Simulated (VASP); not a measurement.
A cell of CoAl (CsCl type) near equilibrium:

```
CELL_PARAMETERS angstrom
      2.82192     0.00000     0.00000
      0.00000     2.82192     0.00000
      0.00000     0.00000     2.82192
ATOMIC_POSITIONS crystal
  Al 0.50000 0.50000 0.50000
  Co 0.00000 0.00000 0.00000
```

Computed with PBEsol GGA, VASP's PBE PAW potentials (set 64) (plane waves; VASP).

| run | ΔE (meV/atom) | σxx | σyy | σzz | largest shear component, with its sign (GPa) | largest force (eV/Å) |
|---|---|---|---|---|---|---|
| as it is | 0.0 | 0.23 | 0.23 | 0.23 | 0.00 | 0.000 |
| after one change | 12.4 | -7.71 | -7.71 | -7.71 | 0.00 | 0.000 |
Stress is in GPa, positive when the cell is compressed.

Question: What was changed between the two runs?
(A) atom 2 (Co) moved by 0.050 Å along x
(B) uniaxial strain of +2.0 % along z
(C) uniaxial strain of -1.5 % along x
(D) isotropic strain of +1.5 %

Answer: D, isotropic strain of +1.5 %

The compound is CoAl in the CsCl type structure. The run is not spin-polarised, so no magnetic state was tried.
